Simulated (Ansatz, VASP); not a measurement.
# Two plane-wave programs on Zn2CdSe

```
CELL_PARAMETERS angstrom
2.86966 0.00000 0.00000
-1.43483 2.48520 0.00000
0.00000 0.00000 11.45643
ATOMIC_POSITIONS crystal
Zn 0.00000 0.00000 0.25851
Zn 0.00000 0.00000 0.74149
Cd 0.00000 0.00000 0.00000
Se 0.00000 0.00000 0.50000
```

Alike in both runs: functional PBE; k mesh 6 × 6 × 4; occupations gaussian, width 0.1 eV; no spin polarisation.

Ansatz relaxed the structure, and its values are those at the end. VASP's run is a single point on that final structure, the one shown.

|  | VASP | Ansatz |
| --- | --- | --- |
| version | VASP 6.6.1 | Ansatz 0.2.0 |
| potentials or method | VASP PAW PBE potentials, release 64 (Zn, Cd, Se) | scalar-relativistic, plane waves, PAW |
| plane-wave cutoff (eV) | 520 | 420 |
| valence electrons in the cell | 42 | 60 |

Ansatz gave:

- gap on the k mesh at the Fermi level (eV): none
- pressure (GPa): -0.1
- rms of the force components (eV/Å): 0.005

Which values does VASP return?

gap on the k mesh at the Fermi level (eV): none; pressure (GPa): 0.1; rms of the force components (eV/Å): 0.006.

A gap of «none» marks a metal or a gap that the smearing closes. The two sets of potentials don't hold the same shells in valence.

Caveats: the k mesh is coarse (spacing up to 0.42 Å⁻¹), so the values aren't converged.
